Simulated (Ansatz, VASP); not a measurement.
# Cross-check of SiO2 between VASP and Ansatz, part 2 of 2

One calculation is typed for both programs; each brings its own data sets. How far apart do they land? The structure shown is the start of the Ansatz relaxation below; VASP solves that cell, so the two are compared at the walk's first step.

VASP 6.6.1 and Ansatz 0.2.0.

So far. Step 3 (VASP: single point, LDA, start cell, pair 1): The run ends at a pressure of 17.21 GPa, with forces up to 0.13 eV/Å.

### 5. Ansatz: relaxation, LDA

Level of this step: Ansatz beside VASP: Kohn-Sham DFT, plane waves, LDA (Ansatz).

The two programs are compared at the cell with which this relaxation starts, whose forces are those of its first step. The cell compared in this pair holds 44.36 Å³, against 43.71 Å³ for the pair before.

The structure compared here is the start of the Ansatz relaxation; VASP solves that cell, so the two are compared at the walk's first step.

input.yaml reads:

```yaml
crystal:
  lattice:
    - [4.0718145047, 0.0, 0.0]
    - [0.0, 4.0718145047, 0.0]
    - [0.0, 0.0, 2.6757559226]
  atoms:
    - { symbol: O, position: [0.6952666628, 0.6952666628, 0.0] }
    - { symbol: O, position: [0.1952666628, 0.8047333372, 0.5] }
    - { symbol: O, position: [0.3047333372, 0.3047333372, 0.0] }
    - { symbol: O, position: [0.8047333372, 0.1952666628, 0.5] }
    - { symbol: Si, position: [0.5, 0.5, 0.5] }
    - { symbol: Si, position: [0.0, 0.0, 0.0] }
kpoints:
  mp_grid: { grid: [8, 8, 8] }
hamiltonian:
  xc: lda
  pseudopotentials: { kind: paw, azcp: { folder: soft_1 }, xc_functional: pbe }
scf:
  occupations: { method: fixed }
output:
  forces: true
  stress: true
  eigenvalues: true
relax:
  adjacent_minimum: "off"
  f_tol: 0.001
  max_steps: 60
  cell: { stress_tol: 0.01, fix: [a, b, gamma] }
```

On the command line:

```bash
$ ansatz run input.yaml --threads 8 --pin off --max-ram 16384MiB --backend cpu --events-out ev --progress --plain --runs-dir out
```

Numbers of over 12 decimals in the logs are rounded to 6 here.

The log of the run:

```text
[...]
Crystal: 6 atoms, lattice volume = 44.363 Å³
Basis set: ecut = 420 eV, 881 PW (Γ)
Bands: 22, of which v1, the nominal top of the filled ones, is band 16 counted from 1 (15 counted from 0)
Symmetry: 16 space group operations
[...]
k-points: 75 of 512
[...]
cell:  # Å, volume = 44.6197 Å³
    - [4.0718145047, 0.0, 0.0]
    - [0.0, 4.0718145047, 0.0]
    - [0.0, 0.0, 2.691227]
  atoms:
    - { symbol: O, position: [0.695936, 0.695936, 0.0] }
    - { symbol: O, position: [0.195936, 0.804064, 0.500000] }
    - { symbol: O, position: [0.304064, 0.304064, 0.0] }
    - { symbol: O, position: [0.804064, 0.195936, 0.500000] }
    - { symbol: Si, position: [0.5, 0.5, 0.500000] }
    - { symbol: Si, position: [0, 0, 0.0] }
[key lines of the parts left out:]
SCF converged after 4 iterations
Free energy (F): -3445.380007 eV
Fermi energy:    11.000191 eV
P = ⅓ Tr σ = 8.6032 GPa (86.032 kbar)
```

### 6. VASP: single point, LDA, start cell, pair 2

The same cell, functional (in two slightly different forms) and mesh now go to VASP, with its own data sets.

INCAR reads:

```
SYSTEM = SiO2
PREC = Accurate
ENCUT = 520
EDIFF = 1E-06
NELM = 120
ISMEAR = 0
SIGMA = 0.01
LREAL = .FALSE.
ALGO = Normal
GGA = PW92
NBANDS = 22
LORBIT = 11
LWAVE = .FALSE.
LCHARG = .FALSE.
ISIF = 2
LASPH = .TRUE.
GGA_COMPAT = .FALSE.
EFERMI = MIDGAP
KPAR = 2
```

POSCAR reads:

```
SiO2
1.0
    4.0718150000      0.0000000000      0.0000000000
    0.0000000000      4.0718150000      0.0000000000
    0.0000000000      0.0000000000      2.6757560000
O Si
4 2
Direct
    0.6952665458      0.6952666686      0.0000000000
    0.1952665458      0.8047333314      0.5000000000
    0.3047332087      0.3047333314      0.0000000000
    0.8047332086      0.1952666686      0.5000000000
    0.4999998772      0.5000000000      0.5000000000
    0.9999998772      0.0000000000      0.0000000000
```

KPOINTS reads:

```
Automatic mesh
0
Gamma
8 8 8
0 0 0
```

The projector-augmented-wave data sets are O and Si (LDA family, release 64).

On the command line:

```bash
$ mpirun -np 2 vasp_std
```

The log of the run:

```text
[banner, memory and clock lines left out]
running    2 mpi-ranks, on    1 nodes
[...]
[... a notice as in an earlier step ...]

 LDA part: xc-table for (Slater(with rela. corr.)+PW92), standard interpolation
 POSCAR, INCAR and KPOINTS ok, starting setup
[...]
entering main loop
       N       E                     dE             d eps       ncg     rms          rms(c)
DAV:   1     0.142092219219E+03    0.14209E+03   -0.18182E+04  3300   0.141E+03
DAV:   2    -0.505481709740E+02   -0.19264E+03   -0.18531E+03  4300   0.304E+02
DAV:   3    -0.569874930585E+02   -0.64393E+01   -0.64160E+01  4200   0.561E+01
DAV:   4    -0.570307490732E+02   -0.43256E-01   -0.43239E-01  4050   0.537E+00
[...]
DAV:  10    -0.519441866826E+02   -0.85455E-05   -0.13905E-04  4002   0.994E-02    0.604E-02
DAV:  11    -0.519441855679E+02    0.11147E-05   -0.17527E-05  4062   0.319E-02    0.127E-02
DAV:  12    -0.519441853659E+02    0.20198E-06   -0.67680E-07  2556   0.746E-03
   1 F= -.51944185E+02 E0= -.51944185E+02  d E =0.000000E+00
```

From OUTCAR (step 6):

```text
  Total        4.2080935      4.2080935      1.5885718      0.0000000      0.0000000      0.0000000
  in kB      151.9754306    151.9754306     57.3713204      0.0000000      0.0000000      0.0000000
  external PRESSURE =     120.4407272 kB  Pullay stress =       0.0000000 kB

 POSITION                                       TOTAL-FORCE (eV/Angst)
 -----------------------------------------------------------------------------------
      2.83100      2.83100      0.00000         0.119528      0.119528     -0.000000
      0.79509      3.27673      1.33788         0.119528     -0.119528      0.000000
      1.24082      1.24082      0.00000        -0.119528     -0.119528      0.000000
      3.27672      0.79509      1.33788        -0.119528      0.119528     -0.000000
      2.03591      2.03591      1.33788        -0.000000     -0.000000      0.000000
      4.07181      0.00000      0.00000        -0.000000     -0.000000      0.000000
 -----------------------------------------------------------------------------------
    total drift:                                0.001116      0.000801     -0.000000

  FREE ENERGIE OF THE ION-ELECTRON SYSTEM (eV)
  ---------------------------------------------------
  free  energy   TOTEN  =       -51.9441853659 eV

  energy  without entropy=      -51.9441853659  energy(sigma->0) =      -51.94418537

[... 1 part as in an earlier step ...]

[... 2 further parts left out ...]
[key lines of the parts left out:]
E-fermi :  11.9301
```

The run ends at a pressure of 12.04 GPa, with forces up to 0.17 eV/Å.

### 7. Differences

Forces (eV/Å; atoms numbered as in POSCAR):

```csv
atom,"Ansatz x, y, z","VASP x, y, z"
O1,"0.108, 0.108, 0.000","0.120, 0.120, 0.000"
O2,"0.108, -0.108, 0.000","0.120, -0.120, 0.000"
O3,"-0.108, -0.108, 0.000","-0.120, -0.120, 0.000"
O4,"-0.108, 0.108, 0.000","-0.120, 0.120, 0.000"
Si5,"0.000, 0.000, 0.000","0.000, 0.000, 0.000"
Si6,"0.000, 0.000, 0.000","0.000, 0.000, 0.000"
```

The forces differ by 7.5 meV/Å r.m.s., which is 9.4 % of the r.m.s. force of 0.080 eV/Å (both taken over all components).

### 8. Ansatz: relaxation, LDA

The two programs are compared at the cell with which this relaxation starts, whose forces are those of its first step. The cell compared in this pair holds 47.56 Å³, against 44.36 Å³ for the pair before.

The structure compared here is the start of the Ansatz relaxation; VASP solves that cell, so the two are compared at the walk's first step.

input.yaml, the sections that differ from step 5:

```yaml
crystal:
  lattice:
    - [4.2380110151, 0.0, 0.0]
    - [0.0, 4.2380110151, 0.0]
    - [0.0, 0.0, 2.6479430752]
  atoms:
    - { symbol: O, position: [0.6934266815, 0.6934266815, 0.0] }
    - { symbol: O, position: [0.1934266815, 0.8065733185, 0.5] }
    - { symbol: O, position: [0.3065733185, 0.3065733185, 0.0] }
    - { symbol: O, position: [0.8065733185, 0.1934266815, 0.5] }
    - { symbol: Si, position: [0.5, 0.5, 0.5] }
    - { symbol: Si, position: [0.0, 0.0, 0.0] }
# kpoints, hamiltonian, scf, output, relax: as in step 5
```

On the command line:

```bash
$ ansatz run input.yaml --threads 8 --pin off --max-ram 16384MiB --backend cpu --events-out ev --progress --plain --runs-dir out
```

The log of the run:

```text
[...]
Crystal: 6 atoms, lattice volume = 47.559 Å³
Basis set: ecut = 420 eV, 929 PW (Γ)
Bands: 22, of which v1, the nominal top of the filled ones, is band 16 counted from 1 (15 counted from 0)
Symmetry: 16 space group operations
[...]
k-points: 75 of 512
[...]
cell:  # Å, volume = 47.3344 Å³
    - [4.2380110151, 0.0, 0.0]
    - [0.0, 4.2380110151, 0.0]
    - [0.0, 0.0, 2.635435]
  atoms:
    - { symbol: O, position: [0.692265, 0.692265, 0.0] }
    - { symbol: O, position: [0.192265, 0.807735, 0.5] }
    - { symbol: O, position: [0.307735, 0.307735, 0.0] }
    - { symbol: O, position: [0.807735, 0.192265, 0.5] }
    - { symbol: Si, position: [0.5, 0.5, 0.5] }
    - { symbol: Si, position: [0, 0, 0.0] }
[key lines of the parts left out:]
SCF converged after 5 iterations
Free energy (F): -3445.390426 eV
Fermi energy:    9.906551 eV
P = ⅓ Tr σ = -6.6621 GPa (-66.621 kbar)
```

### 9. VASP: single point, LDA, start cell, pair 3

The same cell, functional (in two slightly different forms) and mesh now go to VASP, with its own data sets.

INCAR is that of step 6.

POSCAR reads:

```
SiO2
1.0
    4.2380110000      0.0000000000      0.0000000000
    0.0000000000      4.2380110000      0.0000000000
    0.0000000000      0.0000000000      2.6479430000
O Si
4 2
Direct
    0.6934267632      0.6934266452      0.0000000000
    0.1934267632      0.8065733548      0.5000000000
    0.3065734728      0.3065733548      0.0000000000
    0.8065734728      0.1934266452      0.5000000000
    0.5000001180      0.5000000000      0.5000000000
    0.0000001180      0.0000000000      0.0000000000
```

KPOINTS is that of step 6.

On the command line:

```bash
$ mpirun -np 2 vasp_std
```

The log of the run:

```text
[... set-up lines as in an earlier step ...]
 entering main loop
       N       E                     dE             d eps       ncg     rms          rms(c)
DAV:   1     0.143079540681E+03    0.14308E+03   -0.17933E+04  3316   0.140E+03
DAV:   2    -0.498261745080E+02   -0.19291E+03   -0.18531E+03  4248   0.301E+02
DAV:   3    -0.567707790398E+02   -0.69446E+01   -0.69193E+01  4194   0.579E+01
DAV:   4    -0.568219981540E+02   -0.51219E-01   -0.51195E-01  4080   0.578E+00
[...]
DAV:  11    -0.519662882238E+02    0.13212E-04   -0.41654E-05  4032   0.502E-02    0.214E-02
DAV:  12    -0.519662871137E+02    0.11101E-05   -0.79152E-06  3900   0.203E-02    0.705E-03
DAV:  13    -0.519662871239E+02   -0.10201E-07   -0.37252E-07  2388   0.508E-03
   1 F= -.51966287E+02 E0= -.51966287E+02  d E =0.000000E+00
```

From OUTCAR (step 9):

```text
  Total       -3.4243530     -3.4243530     -0.6643742      0.0000000      0.0000000      0.0000000
  in kB     -115.3602845   -115.3602845    -22.3815686      0.0000000      0.0000000      0.0000000
  external PRESSURE =     -84.3673792 kB  Pullay stress =       0.0000000 kB

 POSITION                                       TOTAL-FORCE (eV/Angst)
 -----------------------------------------------------------------------------------
      2.93875      2.93875      0.00000        -0.125384     -0.125384     -0.000000
      0.81974      3.41827      1.32397        -0.125384      0.125384      0.000000
      1.29926      1.29926      0.00000         0.125384      0.125384      0.000000
      3.41827      0.81974      1.32397         0.125384     -0.125384     -0.000000
      2.11901      2.11901      1.32397         0.000000      0.000000      0.000000
      0.00000      0.00000      0.00000         0.000000      0.000000      0.000000
 -----------------------------------------------------------------------------------
    total drift:                               -0.001136     -0.000805     -0.000000

  FREE ENERGIE OF THE ION-ELECTRON SYSTEM (eV)
  ---------------------------------------------------
  free  energy   TOTEN  =       -51.9662871239 eV

  energy  without entropy=      -51.9662871239  energy(sigma->0) =      -51.96628712

[... 1 part as in an earlier step ...]

[... 2 further parts left out ...]
[key lines of the parts left out:]
E-fermi :  10.4218
```

The run ends at a pressure of -8.44 GPa, with forces up to 0.18 eV/Å.

### 10. Comparison

Forces (eV/Å; atoms numbered as in POSCAR):

```csv
atom,"Ansatz x, y, z","VASP x, y, z"
O1,"-0.152, -0.152, 0.000","-0.125, -0.125, 0.000"
O2,"-0.152, 0.152, 0.000","-0.125, 0.125, 0.000"
O3,"0.152, 0.152, 0.000","0.125, 0.125, 0.000"
O4,"0.152, -0.152, 0.000","0.125, -0.125, 0.000"
Si5,"0.000, 0.000, 0.000","0.000, 0.000, 0.000"
Si6,"0.000, 0.000, 0.000","0.000, 0.000, 0.000"
```

The forces differ by 18 meV/Å r.m.s., which is 21.0 % of the r.m.s. force of 0.084 eV/Å (both taken over all components).

### 11. What came out

| Item | Value |
| --- | --- |
| r.m.s. force difference (single point, LDA, start cell, pair 1) | 3.7 meV/Å |
| r.m.s. force difference (single point, LDA, start cell, pair 2) | 7.5 meV/Å |
| r.m.s. force difference (single point, LDA, start cell, pair 3) | 18 meV/Å |

In words: The r.m.s. force difference is 18 meV/Å (single point, LDA, start cell, pair 3), beyond the 12 meV/Å picked in this series as the mark of a large difference. What causes the difference of the single point, LDA, start cell, pair 3 pair stays open here. 10 further runs of this series are not shown here. How closely two codes agree says nothing of how well the functional describes the real material.

[Lines on the potential files, build, host, timing and source positions are cut from VASP's logs without a mark.]

[Logs are printed without paths, hosts, clocks, repeated set-up lines and the standing remarks that a program may print on its own settings, such as how far it seeks lower states.]

[Hosts, paths, dates, database ids (printed as entryN), source tags and the programs' standing remarks are cut or masked in the printed files.]
